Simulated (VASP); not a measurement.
## Os (relaxed from the fcc structure, space group Fm-3m): computed properties

Level of theory: r2SCAN meta-GGA, VASP's PBE PAW potentials (set 64) (plane waves; VASP).

For Os, the space group is Fm-3m (225), the cell is a = 3.834 Å, b = 3.834 Å, c = 3.834 Å, α = 90.00°, β = 90.00°, γ = 90.00° and the volume per atom is 14.09 Å³/atom. The band gap (over mesh and band path) is none (metal, semimetal or under 0.01 eV) and the density comes out as 22.42 g/cm³.

Space group Fm-3m (No. 225); a = 3.8341 Å, b = 3.8341 Å, c = 3.8341 Å, α = 90.00°, β = 90.00°, γ = 90.00°

```csv
atom,site,symmetry,x,y,z
Os,4a,m-3m,0.0000,0.0000,0.0000
```
(The calculation used a cell of 1 atom; values per cell refer to that cell.)

Unless said otherwise, spin-orbit coupling is left out, though it shifts the bands of the heavy elements here.

The structure was generated: Os was put into the fcc type (Fm-3m), which need not be its known phase. It was relaxed first. Symmetry was kept, so distortions that lower it aren't found.
